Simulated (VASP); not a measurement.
Here is the system:

```
CELL_PARAMETERS angstrom
     -1.64360     1.64360     1.64360
      1.64360    -1.64360     1.64360
      1.64360     1.64360    -1.64360
ATOMIC_POSITIONS crystal
  Ga 0.00000 0.00000 0.00000
```

All values below come from PBEsol GGA, VASP's PBE PAW potentials (set 64) (plane waves; VASP). Settings: 400 eV cut-off, Gaussian smearing of 0.050 eV, potentials Ga_d.

Question: Give the energies of bands 6 to 9 at the high-symmetry points, in eV from the Fermi level.

Answer: 
```
band       Γ     H      N      P
----  ------  ----  -----  -----
6     -11.57  1.58  -4.56  -2.17
7      13.26  1.58  -4.07  -0.16
8      13.26  1.58   7.32  -0.16
9      13.26  1.92   9.34  -0.16
```

It has no gap at this level: it comes out as a metal or semimetal.

The structure was generated: Ga was put into the bcc type (Im-3m), which need not be its known phase. It was relaxed first, which changed the volume by -6 %.
